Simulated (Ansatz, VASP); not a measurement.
# Cross-check of Ca7Al14Si23O74 (glassy 62SiO2-19Al2O3-19CaO (mol %)) between VASP and Ansatz

Wanted: the spread between two codes on one cell, functional and k mesh. Of the first pair: The structure shown is the start of the Ansatz relaxation below; VASP solves that cell, so the two are compared at the walk's first step.

Main program and level: Ansatz 0.2.0; plane waves, with VASP 6.6.1 beside it; single point at PBEsol.

**1. The structure**

The cell holds 118 atoms: 23 Si, 14 Al, 7 Ca and 74 O. Cell: a = 11.477 Å, b = 11.477 Å, c = 11.477 Å, α = 90.0°, β = 90.0°, γ = 90.0°. As first built, before any earlier steps moved the atoms (in the runner's words): 118 atoms (23 Si, 14 Al, 7 Ca, 74 O) placed at random at 2.57 g/cm^3, melted at 4000 K for 10 ps at fixed volume with the Morse and Coulomb pair potential with partial charges (Pedone, Malavasi, Menziani, Cormack and Segre, J. Phys. Chem. B 110, 11780 (2006)). Quenched from 4000 K to 300 K at 50 K/ps and fixed volume, held 10 ps at zero pressure, then minimised at fixed cell.

**2. Ansatz: relaxation, PBEsol**

Ansatz runs on its default PAW (the set named soft_2) files.

The two programs are compared at the cell with which this relaxation starts, whose forces are those of its first step.

Input file input.yaml:

```yaml
crystal:
  lattice:
    - [11.47697, 0.0, 0.0]
    - [0.0, 11.47697, 0.0]
    - [0.0, 0.0, 11.47697]
  atoms:
    - { symbol: Si, position: [0.01069, 0.49618, 0.59749] }
    - { symbol: Si, position: [0.5852, 0.96424, 0.2991] }
    - { symbol: Si, position: [0.38934, 0.53535, 0.41265] }
    - { symbol: Si, position: [0.29028, 0.31387, 0.5276] }
    - { symbol: Si, position: [0.49735, 0.08864, 0.91344] }
    - { symbol: Si, position: [0.49934, 0.1698, 0.43813] }
    - { symbol: Si, position: [0.15156, 0.62092, 0.39821] }
    - { symbol: Si, position: [0.44093, 0.82118, 0.5781] }
    - { symbol: Si, position: [0.22758, 0.9676, 0.5969] }
    - { symbol: Si, position: [0.85179, 0.22346, 0.85224] }
    - { symbol: Si, position: [0.94099, 0.97227, 0.88424] }
    - { symbol: Si, position: [0.1416, 0.18606, 0.17974] }
    - { symbol: Si, position: [0.41486, 0.40199, 0.76289] }
    - { symbol: Si, position: [0.09903, 0.5491, 0.00875] }
    - { symbol: Si, position: [0.97435, 0.79542, 0.29157] }
    - { symbol: Si, position: [0.66472, 0.31406, 0.2908] }
    - { symbol: Si, position: [0.02793, 0.43662, 0.23423] }
    - { symbol: Si, position: [0.67701, 0.36658, 0.68357] }
    - { symbol: Si, position: [0.594, 0.83516, 0.934] }
    - { symbol: Si, position: [0.65946, 0.27409, 0.02094] }
    - { symbol: Si, position: [0.40087, 0.67789, 0.80971] }
    - { symbol: Si, position: [0.68294, 0.53886, 0.01563] }
    - { symbol: Si, position: [0.7691, 0.87607, 0.72636] }
    - { symbol: Al, position: [0.11022, 0.14909, 0.43637] }
    - { symbol: Al, position: [0.09092, 0.93302, 0.08008] }
    - { symbol: Al, position: [0.89032, 0.31412, 0.41788] }
    - { symbol: Al, position: [0.28083, 0.74342, 0.05307] }
    - { symbol: Al, position: [0.77374, 0.57492, 0.27094] }
    - { symbol: Al, position: [0.64848, 0.74566, 0.41912] }
    - { symbol: Al, position: [0.77505, 0.62354, 0.62454] }
[... 82 atom lines left out ...]
    - { symbol: O, position: [0.73906, 0.62321, 0.92266] }
    - { symbol: O, position: [0.17174, 0.87782, 0.68434] }
    - { symbol: O, position: [0.0704, 0.94105, 0.9265] }
    - { symbol: O, position: [0.66309, 0.30112, 0.15525] }
    - { symbol: O, position: [0.92372, 0.60057, 0.65055] }
    - { symbol: O, position: [0.48877, 0.05142, 0.36119] }
kpoints:
  mp_grid: { grid: [1, 1, 1] }
hamiltonian:
  xc: pbesol
scf:
  occupations: { method: fixed }
output:
  forces: true
relax:
  f_tol: 0.05
  max_steps: 200
  cell: {}
```

The run is started by

```sh
$ ansatz run input.yaml --threads 4 --pin off --max-ram 8192MiB --backend cpu --events-out ev --progress --plain --runs-dir out
```

Numbers of over 12 decimals in the logs are rounded to 6 here.

What it wrote:

```text
Engine: ansatz 0.2.0, aarch64-unknown-linux-gnu
Pseudopotentials: kind: paw
Pseudopotential: Si, paw, valence charge 4, recommended cutoff 420 eV (normal), Si.paw.azcp
Pseudopotential: Al, paw, valence charge 3, recommended cutoff 420 eV (normal), Al.paw.azcp
Pseudopotential: Ca, paw, valence charge 10, recommended cutoff 420 eV (normal), Ca.paw.azcp
Pseudopotential: O, paw, valence charge 6, recommended cutoff 420 eV (normal), O.paw.azcp
Functional definition: PBEsol
  exchange = pbesol_x
  correlation = pbesol_c
Crystal: 118 atoms, lattice volume = 1511.756 Å³
Basis set: ecut = 420 eV, 29423 PW (Γ), exchange–correlation on 160×160×160 points (8 copies of the dense FFT grid, shifted against one another)
Bands: 442, of which v1, the nominal top of the filled ones, is band 324 counted from 1 (323 counted from 0)
Symmetry: 1 space group operations
Space group: P1 (ITA 1), of the structure as read, at distance tolerance 1.1e-4 Å
k-points: 1
Non-local potential: Si, projectors of the file, l = 0: 2, l = 1: 2, l = 2: 2
Non-local potential: Al, projectors of the file, l = 0: 2, l = 1: 2, l = 2: 1
Non-local potential: Ca, projectors of the file, l = 0: 3, l = 1: 2, l = 2: 2
Non-local potential: O, projectors of the file, l = 0: 2, l = 1: 2, l = 2: 1
PAW form: soft (Blöchl's): semilocal exchange-correlation on the pseudo side does not see the compensation charge
PAW frozen core: Si, regenerated for the run's functional, and the local potential with it (the file was generated under x = pbe(κ = 0.804, μ = 0.219515), c = pbe(β = 0.066725))
PAW frozen core: Al, regenerated for the run's functional, and the local potential with it (the file was generated under x = pbe(κ = 0.804, μ = 0.219515), c = pbe(β = 0.066725))
PAW frozen core: Ca, regenerated for the run's functional, and the local potential with it (the file was generated under x = pbe(κ = 0.804, μ = 0.219515), c = pbe(β = 0.066725))
PAW frozen core: O, regenerated for the run's functional, and the local potential with it (the file was generated under x = pbe(κ = 0.804, μ = 0.219515), c = pbe(β = 0.066725))
PAW one-centre angular grid: Si, 110 points (default); XC on 64 Gauss nodes
PAW one-centre angular grid: Al, 110 points (default); XC on 64 Gauss nodes
PAW one-centre angular grid: Ca, 110 points (default); XC on 64 Gauss nodes
PAW one-centre angular grid: O, 110 points (default); XC on 64 Gauss nodes
Initial density: superposition of atomic densities (neutral atoms: chi_scale 0, normalization atom), corrected by the library's trained network
Initial wavefunctions: pseudopotential atomic-orbital guess
Functional: x = pbesol(κ = 0.804, μ = 0.123457), c = pbesol(β = 0.046)
SCF iter   1: F=—  HF=-75842.152012 eV  |F-HF|=—  |Δ(HF+E_count)|=         —  Δρ=1.20e-2  dr2=1.73e0  ethr=1.77e-3  ⟨swp⟩=8.0  Hψ=2010  notcnv=0  defer=113
preconditioner: auto → Resta (q_TF=auto, 2.369 Å⁻¹)  ε∞=3.2  [insulator: Δε(μ)=3.714 eV  Ē_g=16.317 eV  n_scr=340 (ndim 8)  ℏωp=24.0 eV  f_vac=0.111  ε∞_Penn≈3.2]
SCF iter   2: F=—  HF=-75841.667468 eV  |F-HF|=—  |Δ(HF+E_count)|=   4.85e-1  Δρ=2.06e-3  dr2=3.52e-2  ethr=2.67e-4  ⟨swp⟩=2.0  Hψ=682  notcnv=0  defer=116
SCF iter   3: F=—  HF=-75841.667827 eV  |F-HF|=—  |Δ(HF+E_count)|=   3.59e-4  Δρ=8.88e-4  dr2=1.07e-2  ethr=5.44e-6  ⟨swp⟩=4.0  Hψ=571  notcnv=0  defer=98
automatic band count: iteration 3 solves 424 bands in place of 442: the levels show a gap, and the empty bands left out lie too high to hold charge; the band table lists the bands solved (type scf.n_extra_bands for more)
SCF iter   4: F=—  HF=-75841.670667 eV  |F-HF|=—  |Δ(HF+E_count)|=   2.84e-3  Δρ=5.70e-4  dr2=4.15e-3  ethr=1.64e-6  ⟨swp⟩=2.0  Hψ=568  notcnv=0  defer=98
SCF iter   5: F=—  HF=-75841.670315 eV  |F-HF|=—  |Δ(HF+E_count)|=   3.52e-4  Δρ=9.06e-5  dr2=1.71e-4  ethr=6.40e-7  ⟨swp⟩=2.0  Hψ=568  notcnv=0  defer=98
SCF iter   6: F=—  HF=-75841.670471 eV  |F-HF|=—  |Δ(HF+E_count)|=   1.56e-4  Δρ=5.51e-5  dr2=4.00e-5  ethr=2.65e-8  ⟨swp⟩=2.0  Hψ=625  notcnv=0  defer=98
SCF iter   7: F=—  HF=-75841.670872 eV  |F-HF|=—  |Δ(HF+E_count)|=   4.01e-4  Δρ=1.54e-5  dr2=3.89e-6  ethr=6.17e-9  ⟨swp⟩=2.0  Hψ=683  notcnv=0  defer=98
SCF iter   8: F=—  HF=-75841.670877 eV  |F-HF|=—  |Δ(HF+E_count)|=   5.25e-6  Δρ=5.98e-6  dr2=5.92e-7  ethr=6.00e-10  ⟨swp⟩=2.0  Hψ=649  notcnv=0  defer=98
SCF iter   9: F=—  HF=-75841.670878 eV  |F-HF|=—  |Δ(HF+E_count)|=   6.41e-7  Δρ=3.49e-6  dr2=1.69e-7  ethr=1.54e-11  ⟨swp⟩=5.0  Hψ=1394  notcnv=0
SCF iter  10: F=-75841.670878 eV  HF=-75841.670878 eV  |F-HF|=3.41e-8  |Δ(HF+E_count)|=   8.86e-8  Δρ=9.55e-7  dr2=1.99e-8  ethr=1.54e-11  ⟨swp⟩=4.0  Hψ=1215  notcnv=0
SCF 1 converged in 10 iterations: F = -75841.670878 eV  dr2 = 1.99e-8
[...]
- { symbol: Si, position: [0.143528, 0.182635, 0.175922] }
    - { symbol: Si, position: [0.409871, 0.410967, 0.766657] }
    - { symbol: Si, position: [0.096312, 0.557699, 0.00233876] }
    - { symbol: Si, position: [0.966902, 0.795296, 0.293223] }
    - { symbol: Si, position: [0.669912, 0.307821, 0.299563] }
    - { symbol: Si, position: [0.026116, 0.443417, 0.227084] }
    - { symbol: Si, position: [0.669309, 0.380893, 0.699733] }
    - { symbol: Si, position: [0.601290, 0.834072, 0.922547] }
    - { symbol: Si, position: [0.656880, 0.268640, 0.026372] }
    - { symbol: Si, position: [0.405880, 0.696959, 0.805790] }
    - { symbol: Si, position: [0.684549, 0.535282, 0.025444] }
    - { symbol: Si, position: [0.779840, 0.879183, 0.726348] }
    - { symbol: Al, position: [0.116279, 0.142257, 0.428737] }
    - { symbol: Al, position: [0.092957, 0.928373, 0.085988] }
    - { symbol: Al, position: [0.902310, 0.314314, 0.404755] }
    - { symbol: Al, position: [0.288947, 0.751529, 0.044433] }
    - { symbol: Al, position: [0.770409, 0.574045, 0.274499] }
    - { symbol: Al, position: [0.627093, 0.745281, 0.415904] }
    - { symbol: Al, position: [0.775817, 0.619840, 0.618217] }
    - { symbol: Al, position: [0.558236, 0.738849, 0.157601] }
    - { symbol: Al, position: [0.610810, 0.043197, 0.651147] }
    - { symbol: Al, position: [0.293118, 0.198297, 0.770531] }
    - { symbol: Al, position: [0.277933, 0.341767, 1.000536] }
    - { symbol: Al, position: [0.079021, 0.336751, 0.837902] }
    - { symbol: Al, position: [0.429530, 0.543312, 0.141441] }
    - { symbol: Al, position: [0.614538, 0.480005, 0.470474] }
    - { symbol: Ca, position: [0.806685, 0.041486, 0.446931] }
    - { symbol: Ca, position: [0.243376, 0.960173, 0.853622] }
    - { symbol: Ca, position: [0.872432, 0.510365, 0.839584] }
    - { symbol: Ca, position: [0.055680, 0.734765, 0.739816] }
    - { symbol: Ca, position: [0.855183, 0.726521, 0.058940] }
    - { symbol: Ca, position: [0.861014, 0.047965, 0.170466] }
    - { symbol: Ca, position: [0.331189, 0.941444, 0.301177] }
    - { symbol: O, position: [0.663273, 0.364680, 0.562573] }
    - { symbol: O, position: [0.667320, 0.896005, 0.405757] }
    - { symbol: O, position: [0.389289, 0.745756, 0.675177] }
    - { symbol: O, position: [0.541817, 0.379799, 0.752033] }
    - { symbol: O, position: [0.681418, 0.451804, 0.333534] }
    - { symbol: O, position: [0.528953, 0.726871, 0.861363] }
    - { symbol: O, position: [0.056386, 0.077703, 0.129732] }
    - { symbol: O, position: [0.520572, 0.952705, 0.941066] }
    - { symbol: O, position: [0.058660, 0.434319, 0.719808] }
    - { symbol: O, position: [0.548125, 0.280034, 0.355642] }
    - { symbol: O, position: [0.763153, 0.769151, 0.643468] }
    - { symbol: O, position: [0.700390, 0.875943, 0.837734] }
    - { symbol: O, position: [0.577175, 0.116762, 0.776858] }
    - { symbol: O, position: [0.926063, 0.398193, 0.529233] }
    - { symbol: O, position: [0.566203, 0.575957, 0.085252] }
    - { symbol: O, position: [0.00966508, 0.514396, 0.103886] }
    - { symbol: O, position: [0.174603, 0.252161, 0.518665] }
    - { symbol: O, position: [0.385776, 0.551300, 0.792242] }
    - { symbol: O, position: [0.775165, 0.241609, 0.364813] }
    - { symbol: O, position: [0.691175, 0.050601, 0.243756] }
    - { symbol: O, position: [0.910982, 0.921026, 0.331939] }
    - { symbol: O, position: [0.015395, 0.627211, 0.906611] }
    - { symbol: O, position: [0.275300, 0.072430, 0.677098] }
    - { symbol: O, position: [0.192079, 0.638572, 0.055800] }
[...]
- { symbol: O, position: [0.148694, 0.428563, 0.947749] }
    - { symbol: O, position: [0.160013, 0.210602, 0.828654] }
    - { symbol: O, position: [0.747909, 0.616190, 0.931124] }
    - { symbol: O, position: [0.172160, 0.871962, 0.690907] }
    - { symbol: O, position: [0.068522, 0.934917, 0.930358] }
    - { symbol: O, position: [0.664283, 0.291087, 0.162911] }
    - { symbol: O, position: [0.922885, 0.598863, 0.648893] }
    - { symbol: O, position: [0.488702, 0.051437, 0.350342] }
```

Reading the cycles: dr2 is the Hartree energy of the density residual (eV), the measure of convergence; HF is the Harris–Foulkes estimate of the energy, which meets the free energy F at convergence.

**3. VASP: single point, PBEsol, start cell, pair 1**

The same cell, functional and mesh now go to VASP, with its own data sets.

Lines of VASP's logs that name or quote its potential files are left out, and so is its time.

Input file INCAR:

```
SYSTEM = Ca7Al14Si23O74
PREC = Accurate
ENCUT = 520
EDIFF = 1E-06
NELM = 120
ISMEAR = 0
SIGMA = 0.01
LREAL = Auto
ALGO = Normal
GGA = PS
NBANDS = 416
LORBIT = 11
LWAVE = .FALSE.
LCHARG = .FALSE.
ISIF = 2
LASPH = .TRUE.
GGA_COMPAT = .FALSE.
EFERMI = MIDGAP
NCORE = 4
```

Input file POSCAR:

```
Ca7Al14Si23O74
1.0
   11.4769700000      0.0000000000      0.0000000000
    0.0000000000     11.4769700000      0.0000000000
    0.0000000000      0.0000000000     11.4769700000
Si Al Ca O
23 14 7 74
Direct
    0.0106909751      0.4961762556      0.5974921952
    0.5851980096      0.9642440470      0.2991033348
    0.3893362098      0.5353503582      0.4126524684
    0.2902769633      0.3138720411      0.5275956982
    0.4973525242      0.0886383776      0.9134379544
    0.4993391113      0.1698009144      0.4381295760
    0.1515556806      0.6209217241      0.3982061467
    0.4409264815      0.8211836399      0.5780968322
    0.2275774878      0.9675985909      0.5968997044
    0.8517927641      0.2234561910      0.8522371323
    0.9409887801      0.9722688131      0.8842403526
    0.1415966061      0.1860595610      0.1797425627
    0.4148568830      0.4019876326      0.7628929935
    0.0990331072      0.5490996317      0.0087479535
    0.9743512443      0.7954190000      0.2915665023
    0.6647224834      0.3140637294      0.2907997494
    0.0279342021      0.4366222095      0.2342342970
    0.6770079559      0.3665775897      0.6835689211
    0.5939982417      0.8351594541      0.9340008731
    0.6594597703      0.2740880215      0.0209375820
    0.4008723557      0.6778879791      0.8097084858
    0.6829415778      0.5388617379      0.0156313034
    0.7690967215      0.8760674638      0.7263589606
    0.1102207290      0.1490898730      0.4363695296
    0.0909212100      0.9330162926      0.0800821123
    0.8903220972      0.3141160080      0.4178803290
    0.2808319617      0.7434192126      0.0530714988
    0.7737408044      0.5749165503      0.2709425920
    0.6484812629      0.7456584795      0.4191175894
    0.7750477696      0.6235443675      0.6245376611
[... 82 atom lines left out ...]
    0.7390626620      0.6232132697      0.9226564154
    0.1717439359      0.8778187971      0.6843443871
    0.0704018569      0.9410497718      0.9264988930
    0.6630931335      0.3011160611      0.1552500355
    0.9237194137      0.6005679199      0.6505462679
    0.4887701196      0.0514160096      0.3611928932
```

Input file KPOINTS:

```
Automatic mesh
0
Gamma
1 1 1
0 0 0
```

The projector-augmented-wave data sets are Si, Al, Ca_sv and O (PBE family, release 64).

The run is started by

```sh
$ mpirun -np 16 vasp_gam
```

What it wrote:

```text
[banner, memory and clock lines left out]
running   16 mpi-ranks, on    1 nodes
[...]
|                                                                             |
|               ----> ADVICE to this user running VASP <----                  |
|                                                                             |
|     You enforced a specific xc type in the INCAR file but a different       |
|     [... a line on the potential file left out ...]
|     I HOPE YOU KNOW WHAT YOU ARE DOING!                                     |
|                                                                             |

 LDA part: xc-table for (Slater+PW92), standard interpolation
 POSCAR, INCAR and KPOINTS ok, starting setup
[...]
entering main loop
       N       E                     dE             d eps       ncg     rms          rms(c)
DAV:   1     0.666371332736E+04    0.66637E+04   -0.38116E+05   832   0.156E+03
DAV:   2    -0.391099041244E+03   -0.70548E+04   -0.67872E+04  1032   0.405E+02
DAV:   3    -0.102335228176E+04   -0.63225E+03   -0.62775E+03   992   0.132E+02
DAV:   4    -0.104486706737E+04   -0.21515E+02   -0.21426E+02  1048   0.224E+01
[...]
DAV:  17    -0.923251440657E+03   -0.27046E-05   -0.96162E-05   984   0.216E-02    0.137E-02
DAV:  18    -0.923251441356E+03   -0.69934E-06   -0.18095E-05   968   0.798E-03    0.100E-02
DAV:  19    -0.923251440886E+03    0.47093E-06   -0.33751E-06   808   0.524E-03
   1 F= -.92325144E+03 E0= -.92325144E+03  d E =0.000000E+00
```

Parts of OUTCAR (step 3):

```text
  Total       69.0936357     26.2500322     59.5840257      4.7289329     -1.5262829     -2.1666036
  in kB       73.2262660     27.8200998     63.1478669      5.0117799     -1.6175730     -2.2961925
  external PRESSURE =      54.7314109 kB  Pullay stress =       0.0000000 kB

 POSITION                                       TOTAL-FORCE (eV/Angst)
 -----------------------------------------------------------------------------------
      0.12270      5.69460      6.85740        -0.809382     -0.201865     -0.573891
      6.71630     11.06660      3.43280         0.681450     -0.253617      1.487993
      4.46840      6.14420      4.73600        -0.402041     -1.246979      0.358230
      3.33150      3.60230      6.05520         1.484946      0.741507     -0.449106
      5.70810      1.01730     10.48350         1.437554     -1.032028     -2.027502
      5.73090      1.94880      5.02840         0.849253     -0.074324      0.132639
[...]
8.90330      2.42120     11.14870         0.433493     -0.871480      0.749714
      5.78450      9.95800      2.79830        -2.248797     -0.605368     -0.544492
     10.84800      3.73790      9.98710         0.201560      0.453683      0.245668
      4.63460      8.02700      1.39690         0.739182     -0.100893      0.754993
      4.36800      2.44560      5.62760        -0.480928     -0.728138     -0.030837
      5.71620      5.94380      5.71200        -0.341928      0.749282      0.933256
      2.20740      1.51480      3.43170         0.709751     -0.953993      1.170233
[...]
-----------------------------------------------------------------------------------
    total drift:                               -0.037143     -0.014913      0.022120

  FREE ENERGIE OF THE ION-ELECTRON SYSTEM (eV)
  ---------------------------------------------------
  free  energy   TOTEN  =      -923.2514408855 eV

  energy  without entropy=     -923.2514408855  energy(sigma->0) =     -923.25144089

[... 3 further parts left out ...]
[key lines of the parts left out:]
E-fermi :   4.2882
```

The run ends at a pressure of 5.47 GPa, with forces up to 3.5 eV/Å.

**4. Differences**

Known differences besides the potentials themselves: fixed occupations in Ansatz, narrow Gaussian smearing in VASP; the cutoff is 420 eV in Ansatz and 520 eV in VASP (PREC = Accurate, projectors in real space); Ansatz makes its cores anew for this functional, VASP keeps those of its PBE data sets. Total energies have different zeros and are not compared.

Forces on 9 of the 118 atoms, those with the largest forces and the largest differences (eV/Å; atoms numbered as in POSCAR):

| atom | Ansatz x, y, z | VASP x, y, z |
| --- | --- | --- |
| Si5 | 1.448, -1.044, -2.115 | 1.438, -1.032, -2.028 |
| Si8 | 0.914, 1.333, 1.541 | 0.840, 1.291, 1.541 |
| O64 | 2.509, 1.625, -1.553 | 2.586, 1.719, -1.647 |
| O65 | -0.960, 2.268, 1.117 | -1.010, 2.385, 1.166 |
| O70 | -2.194, -0.531, -0.508 | -2.249, -0.605, -0.544 |
| O82 | -0.781, -0.259, 1.530 | -0.860, -0.283, 1.650 |
| O113 | 1.067, 0.649, -1.184 | 1.090, 0.748, -1.288 |
| O114 | -1.269, -1.731, 1.808 | -1.317, -1.810, 1.874 |
| O115 | 1.930, -0.462, -0.946 | 1.999, -0.479, -0.917 |

The forces differ by 39 meV/Å r.m.s., which is 4.9 % of the r.m.s. force of 0.810 eV/Å (both taken over all components).

**5. Ansatz: relaxation, PBEsol**

This run makes the geometry at which the two programs are then compared. The cell compared in this pair holds 1527.18 Å³, against 1511.76 Å³ for the pair before.

The structure compared here is the end of the Ansatz relaxation.

input.yaml is that of step 2.

The run is started by

```sh
$ ansatz run input.yaml --threads 4 --pin off --max-ram 8192MiB --backend cpu --events-out ev --progress --plain --runs-dir out
```

What it wrote:

```text
[...]
Crystal: 118 atoms, lattice volume = 1511.756 Å³
Basis set: ecut = 420 eV, 29423 PW (Γ), exchange–correlation on 160×160×160 points (8 copies of the dense FFT grid, shifted against one another)
Bands: 442, of which v1, the nominal top of the filled ones, is band 324 counted from 1 (323 counted from 0)
Symmetry: 1 space group operations
[...]
k-points: 1
[...]
- { symbol: O, position: [0.667320, 0.896005, 0.405757] }
    - { symbol: O, position: [0.389289, 0.745756, 0.675177] }
    - { symbol: O, position: [0.541817, 0.379799, 0.752033] }
    - { symbol: O, position: [0.681418, 0.451804, 0.333534] }
    - { symbol: O, position: [0.528953, 0.726871, 0.861363] }
    - { symbol: O, position: [0.056386, 0.077703, 0.129732] }
    - { symbol: O, position: [0.520572, 0.952705, 0.941066] }
[...]
- { symbol: O, position: [0.068522, 0.934917, 0.930358] }
    - { symbol: O, position: [0.664283, 0.291087, 0.162911] }
    - { symbol: O, position: [0.922885, 0.598863, 0.648893] }
    - { symbol: O, position: [0.488702, 0.051437, 0.350342] }
```

(Part 1 of 2 ends here.)

[Lines on the potential files, build, host, timing and source positions are cut from VASP's logs without a mark.]

[Logs are printed without paths, hosts, clocks, repeated set-up lines and the standing remarks that a program may print on its own settings, such as how far it seeks lower states.]

[Hosts, paths, dates, database ids (printed as entryN), source tags and the programs' standing remarks are cut or masked in the printed files.]
